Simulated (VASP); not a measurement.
Consider the following.

```
CELL_PARAMETERS angstrom
     -1.42982     1.42982     1.42982
      1.42982    -1.42982     1.42982
      1.42982     1.42982    -1.42982
ATOMIC_POSITIONS crystal
  Fe 0.00000 0.00000 0.00000
```
Starting moments (μB, in the order of the record's atoms Fe): 2.1.

Computed with rev-vdW-DF2, VASP's PBE PAW potentials (set 64) (plane waves; VASP). Settings: 520 eV cut-off, 18×18×18 Γ-centred mesh, first-order Methfessel-Paxton smearing of 0.10 eV, potentials Fe.

Question: What does the run give for the cell moment, energy per atom (σ→0), pressure, band gap (on the k-mesh) with the smallest direct gap where there is one?

Answer: 
```yaml
band gap (on the k-mesh): none (metal, semimetal or under 0.01 eV)
cell_moment: 2.18 μB
energy per atom (σ→0): -6.140 eV/atom
pressure: -10.70 GPa
```

Question: Give the moment on each site (PAW-sphere projection).

Answer: 
```json
[
 {"site": "Fe1", "moment (μB)": "2.18"}
]
```

Total energies compare only between runs with the same potentials, cut-off and functional.

The compound is Fe in the bcc structure. This cell is one point of a volume scan, at 1.06 of the reference volume.
